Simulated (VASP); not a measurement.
# ZnB (Pm-3m) in VASP: further runs

One crystal, ZnB, is run at these levels: PBE; tasks: single point, relaxation of cell and atoms.

All numbers are computed with VASP 6.6.1; they aren't measurements. Logs are shortened: lines on timing, memory, paths and dates and some standing lists are left out, and cuts for length are marked.

### Step 1. Starting point

The structure is cubic, space group Pm-3m (No. 221). Conventional cell: a = 2.807 Å, b = 2.807 Å, c = 2.807 Å, α = 90.00°, β = 90.00°, γ = 90.00°. Around Zn (site symmetry m-3m) lie 8 B at 2.43 Å. B (site symmetry m-3m) has 8 Zn at 2.43 Å as nearest neighbours.

The cell was built by a generator and needn't be a form met in nature.

### Step 2. Single point, PBE

Contents of INCAR:

```
ALGO = Normal ; EDIFF = 1E-6
ENCUT = 520 ; GGA = PE
ISIF = 2 ; ISMEAR = 0
LASPH = T ; LCHARG = F
LREAL = F ; LWAVE = F
NBANDS = 14 ; NELM = 100
PREC = Accurate ; SIGMA = 0.1
```

Contents of KPOINTS:

```
k-points
0
Gamma
  20 20 20
```

Contents of POSCAR:

```
ZnB
1.0
    2.8073719861      0.0000000000      0.0000000000
    0.0000000000      2.8073719861      0.0000000000
    0.0000000000      0.0000000000      2.8073719861
Zn B
1 1
Direct
    0.0000000000      0.0000000000      0.0000000000
    0.5000000000      0.5000000000      0.5000000000
```

Potentials or basis: VASP PAW PBE potentials, release 64 (Zn, B).

Started as:

```sh
> cat potpaw_PBE.64/Zn/POTCAR potpaw_PBE.64/B/POTCAR > POTCAR
> mpirun -np 1 vasp_std > vasp.out
```

OUTCAR:

```text
EDIFF = 1E-6
   ENCUT = 520
   GGA = PE
   ISIF = 2
   ISMEAR = 0
   LASPH = T
   LREAL = F
   NELM = 100
   PREC = Accurate

 ion  position               nearest neighbor table
   1  0.000  0.000  0.000-   2 2.43   2 2.43   2 2.43   2 2.43   2 2.43   2 2.43   2 2.43   2 2.43

   2  0.500  0.500  0.500-   1 2.43   1 2.43   1 2.43   1 2.43   1 2.43   1 2.43   1 2.43   1 2.43

  LATTYP: Found a simple cubic cell.
 ALAT       =     2.8073719861

  Lattice vectors:

 A1 = (   2.8073719861,   0.0000000000,   0.0000000000)
 A2 = (   0.0000000000,   2.8073719861,   0.0000000000)
 A3 = (   0.0000000000,   0.0000000000,   2.8073719861)

Analysis of symmetry for initial positions (statically):
=====================================================================
 Subroutine PRICEL returns:
 Original cell was already a primitive cell.

 Routine SETGRP: Setting up the symmetry group for a
 simple cubic supercell.

 Subroutine GETGRP returns: Found 48 space group operations
 (whereof 48 operations were pure point group operations)
 out of a pool of 48 trial point group operations.

The static configuration has the point symmetry O_h .

Analysis of symmetry for dynamics (positions and initial velocities):
=====================================================================
 Subroutine PRICEL returns:
 Original cell was already a primitive cell.

 Routine SETGRP: Setting up the symmetry group for a
 simple cubic supercell.

 Subroutine GETGRP returns: Found 48 space group operations
 (whereof 48 operations were pure point group operations)
 out of a pool of 48 trial point group operations.

The dynamic configuration has the point symmetry O_h .

 Subroutine INISYM returns: Found 48 space group operations
 (whereof 48 operations are pure point group operations),
 and found     1 'primitive' translations

----------------------------------------------------------------------------------------

                                     Primitive cell

  volume of cell :      22.1258

  direct lattice vectors                    reciprocal lattice vectors
     2.807371986  0.000000000  0.000000000     0.356205022  0.000000000  0.000000000
     0.000000000  2.807371986  0.000000000     0.000000000  0.356205022  0.000000000
     0.000000000  0.000000000  2.807371986     0.000000000  0.000000000  0.356205022

  length of vectors
     2.807371986  2.807371986  2.807371986     0.356205022  0.356205022  0.356205022

  position of ions in fractional coordinates (direct lattice)
     0.000000000  0.000000000  0.000000000
     0.500000000  0.500000000  0.500000000

[... 84 lines left out ...]
   POTIM  = 0.5000    time-step for ionic-motion
   TEBEG  =    0.0;   TEEND  =   0.0 temperature during run
   PSTRESS=    0.0 pullay stress
   NELECT =      15.0000    total number of electrons
   NUPDOWN=      -1.0000    fix difference up-down
   EMIN   =  10.00;   EMAX   =-10.00  energy-range for DOS
   EFERMI =   0.00;   METHOD = LEGACY
   ISMEAR =     0;   SIGMA  =   0.10  broadening in eV -4-tet -1-fermi 0-gaus
   EFERMI_NEDOS =   21; number of points for ismear=-14 and -15
   IALGO  =     38    algorithm
   IMIX   =      4    mixing-type and parameters
     AMIX     =   0.40;   BMIX     =  1.00
     AMIX_MAG =   1.60;   BMIX_MAG =  1.00
  volume/ion in A,a.u.               =      11.06        74.66
  Fermi-wavevector in a.u.,A,eV,Ry     =   1.438154  2.717716 28.140738  2.068286
  Thomas-Fermi vector in A             =   2.557152
   LORBIT       =      0    0 simple, 1 ext, 2 COOP (PROOUT), +10 PAW based schemes
   GGA     = PE    functional components
   LHFCALC =     F    Hartree Fock is set to
   AEXX    =    0.0000 exact exchange contribution
   IVDW    =     0    specifies the selected vdW correction
   LEPSILON=     F    determine dielectric tensor
   LRPA    =     F    only Hartree local field effects (RPA)
 non-spin polarized calculation
 Gauss-broadening in eV      SIGMA  =   0.10
  energy-cutoff  :      520.00
  volume of cell :       22.13
 maximum number of plane-waves:       624
 NGX is ok and might be reduce to    24
   NGX = 11   NGY = 11   NGZ = 11

 number of electron      15.0000019 magnetization

 Free energy of the ion-electron system (eV)
  ---------------------------------------------------
  ext. energy  EPLUGINS =         0.00000000
  ---------------------------------------------------
  free energy    TOTEN  =        -5.36387342 eV

  energy without entropy =       -5.36088370  energy(sigma->0) =       -5.36237856

 E-fermi :   4.6974     XC(G=0): -11.9204

 val. band max:        4.6773957648   @ k =   0.4500   0.4000   0.4000
 cond. band min:       4.6993670101   @ k =   0.5000   0.5000   0.2000
 fundamental gap:      0.0219712453
 Fermi energy:         4.6974157574

 k-point     1 :       0.0000    0.0000    0.0000
  band No.  band energies     occupation
      1      -8.0892      2.00000
      2      -3.4613      2.00000
      3      -3.4613      2.00000
      4      -2.6278      2.00000
      5      -2.6278      2.00000
      6      -2.6278      2.00000
      7       6.5337      0.00000
      8       6.5337      0.00000
      9       6.5337      0.00000
     10      11.8560      0.00000
     11      14.4398      0.00000
     12      14.4398      0.00000
     13      22.0446      0.00000
     14      22.0446      0.00000
[... 377 lines left out ...]
      1      -7.2144      2.00000
      2      -3.3969      2.00000
      3      -3.3346      2.00000
      4      -2.8005      2.00000
      5      -2.7584      2.00000
      6      -2.6476      2.00000
      7       3.4468      2.00000
      8       6.1258      0.00000
      9       7.3742      0.00000
     10      12.9435      0.00000
     11      15.5189      0.00000
     12      16.8114      0.00000
     13      19.1113      0.00000
     14      19.7964      0.00000

 [... further k-points ...]
[... 5 lines left out ...]
  --------------------------------------------------------------------------------------
  -------------------------------------------------------------------------------------
  Total        0.0570799      0.0570799      0.0570799      0.0000000     -0.0000000      0.0000000
  in kB        4.1332718      4.1332718      4.1332718      0.0000000     -0.0000000      0.0000000
  external PRESSURE =       4.1332718 kB  Pullay stress =       0.0000000 kB

 VOLUME and BASIS-vectors are now :
 -----------------------------------------------------------------------------
  energy-cutoff  :      520.00
  volume of cell :       22.13
      direct lattice vectors                 reciprocal lattice vectors
     2.807371986  0.000000000  0.000000000     0.356205022  0.000000000  0.000000000
     0.000000000  2.807371986  0.000000000     0.000000000  0.356205022  0.000000000
     0.000000000  0.000000000  2.807371986     0.000000000  0.000000000  0.356205022

 POSITION                                       TOTAL-FORCE (eV/Angst)
 -----------------------------------------------------------------------------------
      0.00000      0.00000      0.00000         0.000000      0.000000      0.000000
      1.40369      1.40369      1.40369         0.000000      0.000000      0.000000
 -----------------------------------------------------------------------------------
    total drift:                                0.000000      0.000000      0.000000

  FREE ENERGIE OF THE ION-ELECTRON SYSTEM (eV)
  ---------------------------------------------------
  free  energy   TOTEN  =        -5.3638734227 eV

  energy  without entropy=       -5.3608836992  energy(sigma->0) =       -5.36237856
```

OSZICAR:

```text
N       E                     dE             d eps       ncg     rms          rms(c)
DAV:   1     0.537004126863E+02    0.53700E+02   -0.73690E+03  8252   0.144E+03
DAV:   2    -0.370431316376E+01   -0.57405E+02   -0.52567E+02  8706   0.236E+02
DAV:   3    -0.586097616895E+01   -0.21567E+01   -0.21358E+01  9646   0.449E+01
DAV:   4    -0.586905166799E+01   -0.80755E-02   -0.80745E-02  8950   0.261E+00
DAV:   5    -0.586906126815E+01   -0.96002E-05   -0.96002E-05  9274   0.974E-02    0.571E+00
DAV:   6    -0.542044301413E+01    0.44862E+00   -0.18994E+00  9848   0.401E+01    0.516E+00
DAV:   7    -0.537361185976E+01    0.46831E-01   -0.23137E-01  9454   0.104E+01    0.243E+00
DAV:   8    -0.536460220751E+01    0.90097E-02   -0.12838E-02  8930   0.143E+00    0.468E-01
DAV:   9    -0.536395045745E+01    0.65175E-03   -0.21511E-03 10980   0.116E+00    0.504E-02
DAV:  10    -0.536387270779E+01    0.77750E-04   -0.34316E-04 11258   0.370E-01    0.156E-02
DAV:  11    -0.536387368854E+01   -0.98075E-06   -0.21713E-05  9144   0.771E-02    0.583E-03
DAV:  12    -0.536387342267E+01    0.26587E-06   -0.19264E-06  7214   0.196E-02
   1 F= -.53638734E+01 E0= -.53623786E+01  d E =-.298972E-02
```

stdout:

```text
POSCAR found type information on POSCAR ZnB
 POSCAR found :  2 types and       2 ions
 scaLAPACK will be used
 LDA part: xc-table for (Slater+PW92), standard interpolation
 POSCAR, INCAR and KPOINTS ok, starting setup
 FFT: planning ... GRIDC
 FFT: planning ... GRID_SOFT
 FFT: planning ... GRID
 WAVECAR not read
 entering main loop
```

It took 34 s on 1 thread of Intel Xeon 6975P-C (Granite Rapids), shared host; peak memory 0.21 GiB.

Results:

| Item | Value |
| --- | --- |
| Free energy | -5.3639 eV |
| Pressure | 0.4 GPa |
| Band gap on the k mesh | none (metal or under the smearing width) |

### Step 3. Relaxation of cell and atoms, PBE

This run uses another cell than the first one, of 10.91 Å³/atom, 0.986 times its volume.

Contents of INCAR:

```
ALGO     = Fast           # electronic algorithm
EDIFF    = 1E-6           # SCF threshold, eV
EDIFFG   = -0.01          # ionic threshold
ENCUT    = 600            # plane-wave cutoff, eV
GGA      = PE             # functional
IBRION   = 2              # ionic algorithm
ISIF     = 3              # what is computed and relaxed
ISMEAR   = 0              # smearing method
LASPH    = T              # aspherical terms in the spheres
LCHARG   = F              # write CHGCAR
LREAL    = F              # projectors in reciprocal space
LWAVE    = F              # write WAVECAR
NELM     = 100            # most SCF steps
NSW      = 100            # ionic steps
PREC     = Accurate       # precision mode
SIGMA    = 0.1            # smearing width, eV
```

KPOINTS is that of step 2.

Contents of POSCAR:

```
ZnB
1.0
    2.7941342500      0.0000000000      0.0000000000
    0.0000000000      2.7941342500      0.0000000000
    0.0000000000      0.0000000000      2.7941342500
Zn B
1 1
Direct
    0.0000000000      0.0000000000      0.0000000000
    0.5000000000      0.5000000000      0.5000000000
```

Potentials or basis: VASP PAW PBE potentials, release 64 (Zn, B).

Started as:

```sh
> cat potpaw_PBE.64/Zn/POTCAR potpaw_PBE.64/B/POTCAR > POTCAR
> mpirun -np 1 vasp_std > vasp.out
```

OUTCAR:

```text
EDIFF = 1E-6
   EDIFFG = -0.01
   ENCUT = 600
   GGA = PE
   IBRION = 2
   ISIF = 3
   ISMEAR = 0
   LASPH = T
   LREAL = F
   NELM = 100
   NSW = 100
   PREC = Accurate

 ion  position               nearest neighbor table
   1  0.000  0.000  0.000-   2 2.42   2 2.42   2 2.42   2 2.42   2 2.42   2 2.42   2 2.42   2 2.42

   2  0.500  0.500  0.500-   1 2.42   1 2.42   1 2.42   1 2.42   1 2.42   1 2.42   1 2.42   1 2.42

  LATTYP: Found a simple cubic cell.
 ALAT       =     2.7941342500

  Lattice vectors:

 A1 = (   2.7941342500,   0.0000000000,   0.0000000000)
 A2 = (   0.0000000000,   2.7941342500,   0.0000000000)
 A3 = (   0.0000000000,   0.0000000000,   2.7941342500)

Analysis of symmetry for initial positions (statically):
=====================================================================
 Subroutine PRICEL returns:
 Original cell was already a primitive cell.

 Routine SETGRP: Setting up the symmetry group for a
 simple cubic supercell.

 Subroutine GETGRP returns: Found 48 space group operations
 (whereof 48 operations were pure point group operations)
 out of a pool of 48 trial point group operations.

The static configuration has the point symmetry O_h .

Analysis of symmetry for dynamics (positions and initial velocities):
[... 221 lines left out ...]
      3      -3.4857      2.00000
      4      -2.6601      2.00000
      5      -2.6601      2.00000
      6      -2.6601      2.00000
      7       6.4916      0.00000
      8       6.4916      0.00000
      9       6.4916      0.00000
     10      11.7566      0.00000
     11      14.3831      0.00000
[... 309 lines left out ...]
 k-point    24 :       0.2000    0.1000    0.0000
  band No.  band energies     occupation
      1      -7.2152      2.00000
      2      -3.4218      2.00000
      3      -3.3595      2.00000
      4      -2.8310      2.00000
      5      -2.7894      2.00000
      6      -2.6797      2.00000
      7       3.4107      2.00000
      8       6.0815      0.00000
      9       7.3276      0.00000
     10      12.8533      0.00000
     11      15.4556      0.00000

 [... further k-points ...]
[... 5 lines left out ...]
  --------------------------------------------------------------------------------------
  -------------------------------------------------------------------------------------
  Total        0.0072749      0.0072749      0.0072749      0.0000000      0.0000000     -0.0000000
  in kB        0.5243705      0.5243705      0.5243705      0.0000000      0.0000000     -0.0000000
  external PRESSURE =       0.5243705 kB  Pullay stress =       0.0000000 kB

 VOLUME and BASIS-vectors are now :
 -----------------------------------------------------------------------------
  energy-cutoff  :      600.00
  volume of cell :       22.23
      direct lattice vectors                 reciprocal lattice vectors
     2.811684608 -0.000000000  0.000000000     0.355658667  0.000000000 -0.000000000
    -0.000000000  2.811684608 -0.000000000     0.000000000  0.355658667  0.000000000
     0.000000000 -0.000000000  2.811684608    -0.000000000  0.000000000  0.355658667

 POSITION                                       TOTAL-FORCE (eV/Angst)
 -----------------------------------------------------------------------------------
      0.00000      0.00000      0.00000         0.000000     -0.000000      0.000000
      1.40584      1.40584      1.40584        -0.000000      0.000000      0.000000
 -----------------------------------------------------------------------------------
    total drift:                                0.000000      0.000000      0.000000

  FREE ENERGIE OF THE ION-ELECTRON SYSTEM (eV)
  ---------------------------------------------------
  free  energy   TOTEN  =        -5.3638131443 eV

  energy  without entropy=       -5.3607927889  energy(sigma->0) =       -5.36230297

 reached required accuracy - stopping structural energy minimisation
```

OSZICAR:

```text
N       E                     dE             d eps       ncg     rms          rms(c)
DAV:   1     0.532155840469E+02    0.53216E+02   -0.85210E+03  6340   0.204E+03
DAV:   2    -0.397531366368E+01   -0.57191E+02   -0.54126E+02  6463   0.264E+02
DAV:   3    -0.586542281128E+01   -0.18901E+01   -0.18348E+01  7212   0.497E+01
DAV:   4    -0.588038745975E+01   -0.14965E-01   -0.14913E-01  7021   0.381E+00
[... 14 lines left out ...]
RMM:   4    -0.536388076109E+01    0.25359E-02   -0.25550E-03  6331   0.596E-01    0.848E-02
RMM:   5    -0.536398388847E+01   -0.10313E-03   -0.19108E-03  6292   0.771E-01    0.108E-01
RMM:   6    -0.536381012818E+01    0.17376E-03   -0.60009E-04  6301   0.382E-01    0.551E-03
RMM:   7    -0.536381275649E+01   -0.26283E-05   -0.18124E-05  6245   0.429E-02    0.675E-03
RMM:   8    -0.536381314434E+01   -0.38785E-06   -0.14189E-06  4011   0.133E-02
   2 F= -.53638131E+01 E0= -.53623030E+01  d E =-.233419E-02
```

Wall time 38 s (1 thread of Intel Xeon 6975P-C (Granite Rapids), shared host); peak memory 0.22 GiB.

Results:

```
Free energy                            : -5.3638 eV
Relaxed volume                         : 11.11 Å³/atom
Relaxed cell                           : a = 2.812 Å, b = 2.812 Å, c = 2.812 Å, α = 90.00°, β = 90.00°, γ = 90.00°
Space group after relaxing (to 0.05 Å) : Pm-3m (No. 221)
Energy gained by relaxing              : 1.2 meV/atom
Ionic steps                            : 2
Pressure after relaxing                : 0.1 GPa
Band gap on the k mesh                 : none (metal or under the smearing width)
```

Step by step:
```
step  energy change (eV)  largest force (eV/Å)  pressure (GPa)  volume (Å³)
   1              0.0000                0.0000            1.91        21.81
   2             -0.0023                0.0000            0.05        22.23
```

Final structure:
```xyz
2
Lattice="2.8117 0.0000 0.0000 0.0000 2.8117 0.0000 0.0000 0.0000 2.8117" Properties=species:S:1:pos:R:3 pbc="T T T"
Zn    0.0000    0.0000    0.0000
B     1.4058    1.4058    1.4058
```

(Continued in part 2 of 2.)
